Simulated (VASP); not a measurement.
Method: revPBE GGA, VASP's PBE PAW potentials (set 64) (plane waves; VASP).

The input files of a VASP run:

INCAR:
```
# general
SYSTEM   =  Ti
PREC     =  Accurate
ENCUT    =  520
LREAL    =  .FALSE.
LASPH    =  .TRUE.
ICHARG   =  11

# electronic loop
EDIFF    =  1E-7
NELM     =  100
ALGO     =  Normal
LMAXMIX  =  4

# smearing
ISMEAR   =  0
SIGMA    =  0.05

# functional
GGA      =  RE

# output
LWAVE    =  .FALSE.
LCHARG   =  .FALSE.
LORBIT   =  11
```

### KPOINTS
```
k-points along high-symmetry lines
10
Line-mode
Reciprocal
  0.000000   0.000000   0.000000 ! GAMMA
 -0.000000   0.500000   0.000000 ! M

 -0.000000   0.500000   0.000000 ! M
 -0.333333   0.666667   0.000000 ! K

 -0.333333   0.666667   0.000000 ! K
  0.000000   0.000000   0.000000 ! GAMMA

  0.000000   0.000000   0.000000 ! GAMMA
  0.000000   0.000000   0.500000 ! A

  0.000000   0.000000   0.500000 ! A
 -0.000000   0.500000   0.500000 ! L

 -0.000000   0.500000   0.500000 ! L
 -0.333333   0.666667   0.500000 ! H

 -0.333333   0.666667   0.500000 ! H
  0.000000   0.000000   0.500000 ! A

 -0.000000   0.500000   0.500000 ! L
 -0.000000   0.500000   0.000000 ! M

 -0.333333   0.666667   0.500000 ! H
 -0.333333   0.666667   0.000000 ! K
```

**POSCAR**
```
Ti
9.3634940
  0.1578689251  -0.2734370056   0.0000000000
  0.1578689251   0.2734370056   0.0000000000
  0.0000000000   0.0000000000   0.4999999975
Ti
2
Cartesian
  0.1578689251   0.0911458508   0.1249999994
  0.1578689251  -0.0911458508   0.3749999982
```

POTCAR, in this order: Ti_sv (PBE.64 set). Program: vasp_std. Read from the step before: CHGCAR.

Output of the run:

File OSZICAR:
```
       N       E                     dE             d eps       ncg     rms          rms(c)
DAV:   1     0.253670833018E+03    0.25367E+03   -0.13969E+04  2880   0.189E+03
DAV:   2     0.154285165200E+02   -0.23824E+03   -0.23686E+03  2984   0.497E+02
DAV:   3    -0.135210802141E+02   -0.28950E+02   -0.28603E+02  5664   0.137E+02
DAV:   4    -0.150244232023E+02   -0.15033E+01   -0.15032E+01  3080   0.325E+01
DAV:   5    -0.151188319630E+02   -0.94409E-01   -0.94407E-01  4672   0.545E+00
DAV:   6    -0.151196198670E+02   -0.78790E-03   -0.78790E-03  3200   0.616E-01
DAV:   7    -0.151196448750E+02   -0.25008E-04   -0.25008E-04  4904   0.988E-02
DAV:   8    -0.151196450815E+02   -0.20644E-06   -0.20712E-06  3296   0.864E-03
DAV:   9    -0.151196450900E+02   -0.85429E-08   -0.77133E-08  3064   0.144E-03
   1 F= -.15119645E+02 E0= -.15117661E+02  d E =-.396889E-02
```

File OUTCAR:
```
 val. band max:        8.2658208673   @ k =  -0.3333   0.6667   0.2222

 cond. band min:       8.2925556549   @ k =   0.0000   0.0000   0.5000



 k-point     1 :       0.0000    0.0000    0.0000
  band No.  band energies     occupation
      1     -48.7902      2.00000
      2     -48.6654      2.00000
      3     -25.3061      2.00000
      4     -24.7004      2.00000
      5     -24.7004      2.00000
      6     -24.6469      2.00000
      7     -24.6062      2.00000
      8     -24.6062      2.00000
      9       2.0327      2.00000
     10       5.5682      2.00000
     11       8.9045      0.00000
     12       8.9818      0.00000
     13       8.9818      0.00000
     14       9.0836      0.00000
     15       9.4650      0.00000
     16       9.4650      0.00000

 k-point     2 :       0.0000    0.0556    0.0000
  band No.  band energies     occupation
      1     -48.7874      2.00000
      2     -48.6643      2.00000
      3     -25.2997      2.00000
      4     -24.7134      2.00000
      5     -24.7048      2.00000
      6     -24.6496      2.00000
      7     -24.6198      2.00000
      8     -24.6079      2.00000
      9       2.1182      2.00000
     10       5.6359      2.00000
     11       8.7407      0.00000
     12       8.7964      0.00000
     13       9.0413      0.00000
     14       9.2335      0.00000
     15       9.4219      0.00000
     16       9.5180      0.00000

 k-point     3 :       0.0000    0.1111    0.0000
  band No.  band energies     occupation
      1     -48.7793      2.00000
      2     -48.6612      2.00000
      3     -25.2812      2.00000
      4     -24.7508      2.00000
      5     -24.7172      2.00000
      6     -24.6584      2.00000
      7     -24.6577      2.00000
      8     -24.6130      2.00000
      9       2.3700      2.00000
     10       5.8278      2.00000
     11       8.3578      0.02798
     12       8.5203      0.00000
     13       9.2168      0.00000
     14       9.2775      0.00000
...
```

The density is held fixed in this step, so its total energy and stress have no physical meaning.

The compound is Ti in the hcp structure. It was relaxed first.
